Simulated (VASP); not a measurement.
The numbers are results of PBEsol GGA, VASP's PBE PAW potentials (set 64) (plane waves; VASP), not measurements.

A VASP calculation is set up with these files.

**POSCAR**
```
GaP
1
   -0.0000000000     2.7164457412     2.7164457412
    2.7164457412    -0.0000000000     2.7164457412
    2.7164457412     2.7164457412    -0.0000000000
Ga P
1 1
Direct
  0.0000000000   0.0000000000   0.0000000000
  0.2500000000   0.2500000000   0.2500000000
```

**KPOINTS**
```
k-points along high-symmetry lines
15
Line-mode
Reciprocal
  0.000000   0.000000   0.000000 ! GAMMA
 -0.500000  -0.500000   0.000000 ! X

 -0.500000  -0.500000   0.000000 ! X
 -0.375000  -0.375000   0.250000 ! U

 -0.375000   0.000000   0.375000 ! K
  0.000000   0.000000   0.000000 ! GAMMA

  0.000000   0.000000   0.000000 ! GAMMA
  0.000000   0.000000   0.500000 ! L

  0.000000   0.000000   0.500000 ! L
 -0.500000  -0.250000   0.250000 ! W

 -0.500000  -0.250000   0.250000 ! W
 -0.500000  -0.500000   0.000000 ! X
```

**INCAR**
```
ALGO=Normal
EDIFF=1E-7
ENCUT=400
GGA=PS
ICHARG=11
ISMEAR=0
LASPH=.True.
LCHARG=.False.
LMAXMIX=4
LORBIT=11
LREAL=.False.
LWAVE=.False.
NELM=100
PREC=Accurate
SIGMA=0.05
SYSTEM=GaP
```

POTCAR, in this order: Ga_d P (PBE.64 set). Program: vasp_std. Read from the step before: CHGCAR.

The run wrote:

OUTCAR:
```
 ion  position               nearest neighbor table
   1  0.000  0.000  0.000-   2 2.35   2 2.35   2 2.35   2 2.35
   2  0.250  0.250  0.250-   1 2.35   1 2.35   1 2.35   1 2.35
  LATTYP: Found a face centered cubic cell.
 ALAT       =     5.4328914824
 Subroutine PRICEL returns:
 Original cell was already a primitive cell.
 Subroutine GETGRP returns: Found 24 space group operations
The static configuration has the point symmetry T_d .
The dynamic configuration has the point symmetry T_d .
 Subroutine INISYM returns: Found 24 space group operations
   k-points           NKPTS =     90   k-points in BZ     NKDIM =     90   number of bands    NBANDS=     13
   number of dos      NEDOS =    301   number of ions     NIONS =      2
   total plane-waves  NPLWV =  21952
   dimension x,y,z NGX =    28 NGY =   28 NGZ =   28
   dimension x,y,z NGXF=    56 NGYF=   56 NGZF=   56
   ions per type =               1   1
   PREC   = accura    normal or accurate (medium, high low for compatibility)
   ISTART =      0    job   : 0-new  1-cont  2-samecut
   ICHARG =     11    charge: 1-file 2-atom 10-const
   ISPIN  =      1    spin polarized calculation?
   LNONCOLLINEAR =      F non collinear calculations
   LSORBIT =      F    spin-orbit coupling
   INIWAV =      1    electr: 0-lowe 1-rand  2-diag
   ENCUT  =  400.0 eV  29.40 Ry    5.42 a.u.   6.26  6.26  6.26*2*pi/ulx,y,z
...
```

### OSZICAR
```
       N       E                     dE             d eps       ncg     rms          rms(c)
DAV:   1     0.723378758231E+02    0.72338E+02   -0.83313E+03  2380   0.173E+03
DAV:   2    -0.276907938680E+01   -0.75107E+02   -0.71847E+02  2570   0.299E+02
DAV:   3    -0.829118128993E+01   -0.55221E+01   -0.53296E+01  2910   0.692E+01
DAV:   4    -0.839165518197E+01   -0.10047E+00   -0.10042E+00  2898   0.985E+00
DAV:   5    -0.839380334346E+01   -0.21482E-02   -0.21480E-02  2949   0.122E+00
DAV:   6    -0.839391566423E+01   -0.11232E-03   -0.11232E-03  3408   0.241E-01
DAV:   7    -0.839391639870E+01   -0.73447E-06   -0.73445E-06  2951   0.180E-02
DAV:   8    -0.839391641014E+01   -0.11441E-07   -0.11456E-07  2372   0.253E-03
   1 F= -.83939164E+01 E0= -.83939164E+01  d E =-.335991E-14
```

**OUTCAR**
```
 val. band max:        4.6671987994   @ k =   0.0000   0.0000   0.0000

 cond. band min:       6.1166384186   @ k =  -0.4286  -0.4286   0.0000



 k-point     1 :       0.0000    0.0000    0.0000
  band No.  band energies     occupation
      1      -9.8882      2.00000
      2      -9.8882      2.00000
      3      -9.8882      2.00000
      4      -9.7843      2.00000
      5      -9.7843      2.00000
      6      -7.9307      2.00000
      7       4.6672      2.00000
      8       4.6672      2.00000
      9       4.6672      2.00000
     10       6.4974      0.00000
     11       8.4917      0.00000
     12       8.4917      0.00000
     13       8.4917      0.00000

 k-point     2 :      -0.0357   -0.0357    0.0000
  band No.  band energies     occupation
      1      -9.8904      2.00000
      2      -9.8874      2.00000
      3      -9.8874      2.00000
      4      -9.7847      2.00000
      5      -9.7841      2.00000
      6      -7.9079      2.00000
      7       4.4532      2.00000
      8       4.5983      2.00000
      9       4.5983      2.00000
     10       6.7035      0.00000
     11       8.4235      0.00000
     12       8.5851      0.00000
     13       8.5851      0.00000

 k-point     3 :      -0.0714   -0.0714    0.0000
  band No.  band energies     occupation
      1      -9.8967      2.00000
      2      -9.8851      2.00000
      3      -9.8851      2.00000
      4      -9.7858      2.00000
      5      -9.7832      2.00000
      6      -7.8400      2.00000
      7       3.9754      2.00000
      8       4.4108      2.00000
      9       4.4108      2.00000
     10       7.1452      0.00000
     11       8.2460      0.00000
     12       8.8459      0.00000
     13       8.8459      0.00000

 k-point     4 :      -0.1071   -0.1071    0.0000
  band No.  band energies     occupation
      1      -9.9062      2.00000
      2      -9.8811      2.00000
      3      -9.8811      2.00000
      4      -9.7876      2.00000
...
```

The density is held fixed in this step, so its total energy and stress have no physical meaning.

The structure comes from a measured GaP entry (F-43m) of the Crystallography Open Database, whose conditions weren't checked. It was relaxed first.
